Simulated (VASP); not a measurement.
```xyz
3
Lattice="3.8418 0.0000 0.0000 -1.9209 3.3271 0.0000 0.0000 0.0000 6.7492" Properties=species:S:1:pos:R:3 pbc="T T T"
Ti     0.0000     0.0000     0.0000
Te     1.9209     1.1090     5.0607
Te     0.0000     2.2181     1.6884
```

Level of theory: PBEsol GGA, VASP's PBE PAW potentials (set 64) (plane waves; VASP 6.6.1). Run with 150 eV cut-off, 8×8×8 Γ-centred mesh, Gaussian smearing of 0.20 eV, potentials Ti_sv Te.

At this cut-off the stress carries a Pulay error, which pulls relaxed volumes low.  Energy and stress use the plane-wave basis of the starting cell.

Q: The ions, cell shape and volume are relaxed. Which structure does the run end with?

A: 
```xyz
3
Lattice="3.4263 0.0000 0.0000 -1.7131 2.9672 0.0000 0.0000 0.0000 5.9787" Properties=species:S:1:pos:R:3 pbc="T T T"
Ti     0.0000     0.0000     0.0000
Te     1.7131     0.9891     4.2299
Te     0.0000     1.9782     1.7488
```
Space group P-3m1 (164), at a tolerance of 0.03 Å.

Q: How do energy and volume change from the first to the last step?

A: The energy (σ→0) changes by -1453.2 meV/atom and the volume by -29.5 %, in 15 ionic steps.

| step | E(σ→0) (eV) | max force (eV/Å) | pressure (GPa) | volume (Å³) |
|---|---|---|---|---|
| 1 | -16.8059 | 0.027 | -48.25 | 86.27 |
| 2 | 93.3867 | 52.091 | 1964.41 | 17.03 |
| 3 | -19.5980 | 1.600 | -23.34 | 73.93 |
| 4 | -20.0722 | 2.327 | -13.13 | 69.80 |
| 5 | -20.2645 | 3.254 | -0.46 | 65.41 |
| 6 | -20.2643 | 3.344 | 0.74 | 65.04 |
| 7 | -20.9453 | 1.659 | -0.77 | 62.79 |
| 8 | -21.1495 | 0.128 | -0.35 | 60.72 |
| 9 | -21.1508 | 0.029 | -0.48 | 60.88 |
| 10 | -21.1606 | 0.037 | 1.91 | 60.23 |
| 11 | -21.1643 | 0.039 | 1.08 | 60.46 |
| 12 | -21.1603 | 0.116 | -2.14 | 61.44 |
| 13 | -21.1656 | 0.013 | 0.01 | 60.78 |
| 14 | -21.1656 | 0.012 | 0.02 | 60.78 |
| 15 | -21.1656 | 0.004 | 0.02 | 60.78 |

The structure comes from a computed database's TiTe2 entry; how it stands against other phases isn't given here. This run relaxes it. Symmetry was kept, so distortions that lower it aren't found. The run is one of a series of settings (EDIFFG = -0.01, ENCUT = 150, GGA = PS, IBRION = 2, ISIF = 3, NSW = 50, KPOINTS 8×8×8 Γ-centred mesh, POTCAR Ti_sv Te (PBE.64 set) against the base run), some of them coarse on purpose.
